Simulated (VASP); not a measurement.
Data:

```
AlGaN2
1.0
    3.17151     0.00000     0.00000
   -1.58575     2.74660     0.00000
    0.00000     0.00000     5.14071
Al Ga N
1 1 2
Cartesian
  0.00000   0.00000   5.13742
  1.58575   0.91553   2.55596
  1.58575   0.91553   0.57367
  0.00000   0.00000   3.22958
```

All values below come from modified Becke-Johnson potential (mBJ), VASP's PBE PAW potentials (set 64) (plane waves; VASP 6.6.1). Numerical set-up: 500 eV cut-off, 6×6×4 Γ-centred mesh, Gaussian smearing of 0.050 eV, potentials Al Ga_d N.

mBJ is a potential without an energy functional, so only the levels count.

Task: Give the energies of bands 8 to 16 at the high-symmetry points, in eV from the valence-band maximum.

Result: 
```tsv
band	Γ	M	K	A	L	H
8	-6.04	-5.53	-4.64	-3.90	-5.87	-5.43
9	-1.22	-4.40	-4.57	-2.91	-5.40	-4.75
10	-1.22	-3.57	-3.96	-1.07	-1.91	-3.85
11	-0.18	-2.39	-2.61	-1.07	-1.91	-3.55
12	0.00	-1.90	-2.55	-0.16	-1.48	-1.40
13	0.00	-0.88	-2.45	-0.16	-1.36	-1.02
14	3.79	6.60	6.40	5.87	5.80	7.72
15	6.59	6.98	9.33	6.51	6.21	8.24
16	10.94	7.76	9.53	10.09	9.00	8.29
```

The gap is direct, 3.79 eV, from the valence maximum at Γ to the conduction minimum at Γ.

The structure comes from a computed database's AlGaN2 entry (P3m1); how it stands against other phases isn't given here. It was relaxed first. The cell's shape comes from a PBE relaxation.
